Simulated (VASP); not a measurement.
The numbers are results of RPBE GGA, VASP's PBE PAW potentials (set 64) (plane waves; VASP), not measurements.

A VASP calculation is set up with these files.

### POSCAR
```
PdIn
1
    3.3769850083     0.0000000000     0.0000000000
    0.0000000000     3.3769850083     0.0000000000
    0.0000000000     0.0000000000     3.3769850083
In Pd
1 1
Direct
  0.5000000000   0.5000000000   0.5000000000
  0.0000000000   0.0000000000   0.0000000000
```

**INCAR**
```
SYSTEM = PdIn
PREC = Accurate
ENCUT = 520
EDIFF = 1E-7
NELM = 100
ALGO = Normal
LREAL = .FALSE.
LASPH = .TRUE.
ISMEAR = 1
SIGMA = 0.1
GGA = RP
LMAXMIX = 4
LWAVE = .FALSE.
LCHARG = .FALSE.
ISIF = 2
```

**KPOINTS**
```
Regular mesh
0
Gamma
 11 11 11
0 0 0
```

POTCAR, in this order: In_d Pd (PBE.64 set). Program: vasp_std.

Output

File OSZICAR:
```
       N       E                     dE             d eps       ncg     rms          rms(c)
DAV:   1     0.163263033629E+03    0.16326E+03   -0.11473E+04  1709   0.194E+03
DAV:   2     0.401079787712E-01   -0.16322E+03   -0.15887E+03  1799   0.410E+02
DAV:   3    -0.773997517005E+01   -0.77801E+01   -0.77162E+01  2143   0.948E+01
DAV:   4    -0.787643341418E+01   -0.13646E+00   -0.13643E+00  2019   0.122E+01
DAV:   5    -0.788259401848E+01   -0.61606E-02   -0.61606E-02  2480   0.231E+00    0.489E+00
DAV:   6    -0.777133322608E+01    0.11126E+00   -0.21585E-01  2233   0.810E+00    0.245E+00
DAV:   7    -0.774770084215E+01    0.23632E-01   -0.59542E-02  2165   0.432E+00    0.794E-01
DAV:   8    -0.774591068732E+01    0.17902E-02   -0.10099E-02  1841   0.111E+00    0.297E-01
DAV:   9    -0.774566826927E+01    0.24242E-03   -0.17474E-03  2191   0.639E-01    0.537E-02
DAV:  10    -0.774568474529E+01   -0.16476E-04   -0.40845E-05  2164   0.929E-02    0.286E-02
DAV:  11    -0.774569065672E+01   -0.59114E-05   -0.10745E-05  2023   0.343E-02    0.298E-03
DAV:  12    -0.774569094948E+01   -0.29276E-06   -0.45859E-07  2311   0.755E-03    0.401E-03
DAV:  13    -0.774569080573E+01    0.14375E-06   -0.34698E-08  1085   0.245E-03    0.155E-03
DAV:  14    -0.774569066663E+01    0.13910E-06   -0.79619E-09  1001   0.139E-03    0.624E-04
DAV:  15    -0.774569065051E+01    0.16122E-07   -0.33895E-09   952   0.105E-03
   1 F= -.77456907E+01 E0= -.77452461E+01  d E =-.133378E-02
```

OUTCAR:
```
------------------------ aborting loop because EDIFF is reached ----------------------------------------
  FORCE on cell =-STRESS in cart. coord.  units (eV):
  Direction    XX          YY          ZZ          XY          YZ          ZX
  --------------------------------------------------------------------------------------
  Total       -0.7532945     -0.7532945     -0.7532945      0.0000000      0.0000000     -0.0000000
  in kB      -31.3392057    -31.3392057    -31.3392057      0.0000000      0.0000000     -0.0000000
  external PRESSURE =     -31.3392057 kB  Pullay stress =       0.0000000 kB
  volume of cell :       38.51
      direct lattice vectors                 reciprocal lattice vectors
     3.376985008  0.000000000  0.000000000     0.296122132  0.000000000  0.000000000
     0.000000000  3.376985008  0.000000000     0.000000000  0.296122132  0.000000000
     0.000000000  0.000000000  3.376985008     0.000000000  0.000000000  0.296122132
 POSITION                                       TOTAL-FORCE (eV/Angst)
 -----------------------------------------------------------------------------------
      1.68849      1.68849      1.68849         0.000000      0.000000      0.000000
      0.00000      0.00000      0.00000         0.000000      0.000000      0.000000
 -----------------------------------------------------------------------------------
    total drift:                                0.000000      0.000000      0.000000
  FREE ENERGIE OF THE ION-ELECTRON SYSTEM (eV)
  ---------------------------------------------------
  free  energy   TOTEN  =        -7.7456906505 eV

  energy  without entropy=       -7.7443568668  energy(sigma->0) =       -7.74524606
```
(Selected blocks of OUTCAR.)

The compound is PdIn in the CsCl type structure. This cell is one point of a volume scan, at 1.03 of the reference volume. The electron count is odd and the run is not spin-polarised, which forces a metal.
